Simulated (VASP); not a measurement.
VASP ran on this input.

### POSCAR
```
NaI
3.1554060
  0.0000000000   1.0000000456   1.0000000456
  1.0000000456   0.0000000000   1.0000000456
  1.0000000456   1.0000000456   0.0000000000
Na I
1 1
Direct
  0.0000000000   0.0000000000   0.0000000000
  0.5000000000   0.5000000000   0.5000000000
```

### INCAR
```
# general
SYSTEM   = NaI
PREC     = Accurate
ENCUT    = 520
LREAL    = F
LASPH    = T

# electronic loop
EDIFF    = 1E-7
NELM     = 100
ALGO     = Normal
LMAXMIX  = 4

# smearing
ISMEAR   = 0
SIGMA    = 0.05

# functional
GGA      = BO
LUSE_VDW = T
AGGAC    = 0.0
PARAM1   = 0.1833333333
PARAM2   = 0.22

# ions
ISIF     = 2

# output
LWAVE    = F
LCHARG   = F
```

**KPOINTS**
```
Automatic mesh
0
gamma
 7 7 7
```

POTCAR, in this order: Na_pv I (PBE.64 set). Program: vasp_std.

Problem. Translate this optB88-vdW calculation to Quantum ESPRESSO's pw.x.

Solution. One equivalent input (not run):
```
&CONTROL
  calculation = 'scf'
  pseudo_dir = './pseudo'
  outdir = './out'
  tprnfor = .true.
  tstress = .true.
/
&SYSTEM
  ibrav = 0
  nat = 2
  ntyp = 2
  ecutwfc = 88
  occupations = 'smearing'
  smearing = 'gaussian'
  degauss = 0.003675
  input_dft = 'vdw-df-obk8'
/
&ELECTRONS
  conv_thr = 7.3e-09
  electron_maxstep = 100
/
ATOMIC_SPECIES
  Na 22.990 Na.upf
  I 126.904 I.upf
CELL_PARAMETERS angstrom
     0.0000000    3.1554061    3.1554061
     3.1554061    0.0000000    3.1554061
     3.1554061    3.1554061    0.0000000
ATOMIC_POSITIONS crystal
  Na   0.0000000  0.0000000  0.0000000
  I    0.5000000  0.5000000  0.5000000
K_POINTS automatic
  7 7 7 0 0 0
```
The two are equivalent in intent, not identical: the potentials are each code's own (VASP's PAW set, PseudoDojo norm-conserving files in pw.x), so ENCUT and ecutwfc are chosen apart and not converted; conv_thr bounds pw.x's estimated SCF error, while EDIFF bounds the energy change between steps.

The compound is NaI in the rock salt structure. This cell is one point of a volume scan, at 0.94 of the reference volume.
